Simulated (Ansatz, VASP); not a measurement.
Mg6CrCd in VASP and in Ansatz

The input run.py:

```python
from ase import Atoms
from ase.calculators.vasp import Vasp
from ase.dft.bandgap import bandgap

atoms = Atoms(
    ['Cd', 'Cr', 'Mg', 'Mg', 'Mg', 'Mg', 'Mg', 'Mg'],
    cell=[[5.007285, 0.0, 0.0], [0.0, 3.135522, 5.4467055], [0.0, -3.135522, 5.4467055]],
    scaled_positions=[[0.5, 0.665948, 0.665948], [0.5, 0.167478, 0.167478], [0.0, 0.833274, 0.833274], [0.0, 0.32921, 0.32921], [0.0, 0.329458, 0.841324], [0.0, 0.841324, 0.329458], [0.5, 0.168337, 0.664967], [0.5, 0.664967, 0.168337]],
    pbc=True,
)
atoms.set_initial_magnetic_moments([0.0, 3.0, 0.0, 0.0, 0.0, 0.0, 0.0, 0.0])
calc = Vasp(
    directory='calc',
    xc='lda',
    pp='LDA',
    setups='recommended',
    prec='Accurate',
    encut=520,
    ediff=1e-06,
    ismear=0,
    sigma=0.1,
    lreal=False,
    lasph=True,
    nelm=120,
    algo='Fast',
    isif=2,
    lwave=False,
    lcharg=False,
    ispin=2,
    lorbit=11,
    lmaxmix=4,
    kpts=[6, 5, 5],
    gamma=True,
    nbands=32,
)
atoms.calc = calc

print('energy (eV):', atoms.get_potential_energy())
print('free energy (eV):', atoms.get_potential_energy(force_consistent=True))
print('forces (eV/A):')
print(atoms.get_forces())
print('stress (eV/A^3, Voigt):', atoms.get_stress())
print('Fermi level (eV):', calc.get_fermi_level())
print('moment (muB):', atoms.get_magnetic_moment())
print('site moments (muB):', atoms.get_magnetic_moments())
gap, top, bottom = bandgap(calc)
print('band gap (eV):', gap, 'from (spin, k, band)', top, 'to', bottom)
```

Contents of input.yaml:

```yaml
crystal:
  lattice:
    - [5.007285, 0.0, 0.0]
    - [0.0, 3.135522, 5.4467055]
    - [0.0, -3.135522, 5.4467055]
  atoms:
    - { symbol: Cd, position: [0.5, 0.665948, 0.665948] }
    - { symbol: Cr, position: [0.5, 0.167478, 0.167478], spin: 3.0 }
    - { symbol: Mg, position: [0.0, 0.833274, 0.833274] }
    - { symbol: Mg, position: [0.0, 0.32921, 0.32921] }
    - { symbol: Mg, position: [0.0, 0.329458, 0.841324] }
    - { symbol: Mg, position: [0.0, 0.841324, 0.329458] }
    - { symbol: Mg, position: [0.5, 0.168337, 0.664967] }
    - { symbol: Mg, position: [0.5, 0.664967, 0.168337] }
hamiltonian:
  xc: lda
  pseudopotentials: { kind: paw }
magnetization:
  spin_polarized: true
kpoints:
  mp_grid: { grid: [6, 5, 5] }
scf:
  occupations: { method: gaussian, width: 0.1 }
output:
  forces: true
  stress: true
  eigenvalues: true
```

The cell comes from a database or a generator and needn't be the stable form of this composition.

Alike in both runs: task single point; functional LDA; k mesh 6 × 5 × 5; occupations gaussian, width 0.1 eV; collinear spin, ferromagnetic start.

```csv
,VASP,Ansatz
version,VASP 6.6.1,Ansatz 0.2.0
potentials or method,"VASP PAW LDA potentials, release 64 (Cd, Cr_pv, Mg)",Ansatz PAW
plane-wave cutoff (eV),520,420
valence electrons in the cell,36,94
```

VASP gave:

- gap on the k mesh at the Fermi level (eV): none
- pressure (GPa): -4.0
- largest component of the traceless stress (GPa): 0.15
- rms of the force components (eV/Å): 0.035
- net moment per atom (μB): 0.53
- size of the moment on the site where the two differ most (μB): 3.62

Q: What did Ansatz give for the same quantities?

A: gap on the k mesh at the Fermi level (eV): none; pressure (GPa): -3.5; largest component of the traceless stress (GPa): 0.18; rms of the force components (eV/Å): 0.033; net moment per atom (μB): 0.54; size of the moment on the site where the two differ most (μB): 3.79.

Site moments also hang on the region over which each program counts them. Atom by atom the forces differ by 0.003 eV/Å (rms over components). A gap of «none» marks a metal or a gap that the smearing closes. The two sets of potentials don't hold the same shells in valence.

Caveats: the PAW data sets come from PBE, with cores solved anew for the run's functional, which leaves a small shift of forces and pressure (Ansatz).
